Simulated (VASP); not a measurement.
VASP input:

### INCAR
```
ALGO=Normal
EDIFF=1E-6
ENCUT=400
GGA=PE
ISIF=2
ISMEAR=0
LASPH=T
LCHARG=F
LREAL=F
LWAVE=F
NELM=100
PREC=Accurate
SIGMA=0.05
SYSTEM=BeS
```

KPOINTS:
```
Automatic mesh
0
Gamma
8 8 8
0 0 0
```

POSCAR:
```
BeS
1
    0.0000000000     2.4837000000     2.4837000000
    2.4837000000     0.0000000000     2.4837000000
    2.4837000000     2.4837000000     0.0000000000
Be S
1 1
Direct
  0.0000000000   0.0000000000   0.0000000000
  0.2500000000   0.2500000000   0.2500000000
```

POTCAR, in this order: Be S (PBE.64 set). Program: vasp_std.

Question: Translate this PBE calculation to Quantum ESPRESSO's pw.x.

Answer: One equivalent input (not run):
```
&CONTROL
  calculation = 'scf'
  pseudo_dir = './pseudo'
  outdir = './out'
  tprnfor = .true.
  tstress = .true.
/
&SYSTEM
  ibrav = 0
  nat = 2
  ntyp = 2
  ecutwfc = 88
  occupations = 'smearing'
  smearing = 'gaussian'
  degauss = 0.003675
  input_dft = 'pbe'
/
&ELECTRONS
  conv_thr = 7.3e-08
  electron_maxstep = 100
/
ATOMIC_SPECIES
  Be 9.012 Be.upf
  S 32.060 S.upf
CELL_PARAMETERS angstrom
     0.0000000    2.4837000    2.4837000
     2.4837000    0.0000000    2.4837000
     2.4837000    2.4837000    0.0000000
ATOMIC_POSITIONS crystal
  Be   0.0000000  0.0000000  0.0000000
  S    0.2500000  0.2500000  0.2500000
K_POINTS automatic
  8 8 8 0 0 0
```
The two are equivalent in intent, not identical: the potentials are each code's own (VASP's PAW set, PseudoDojo norm-conserving files in pw.x), so ENCUT and ecutwfc are chosen apart and not converted; conv_thr bounds pw.x's estimated SCF error, while EDIFF bounds the energy change between steps.

The compound is BeS in the zinc blende structure. The cell was not relaxed at this level.
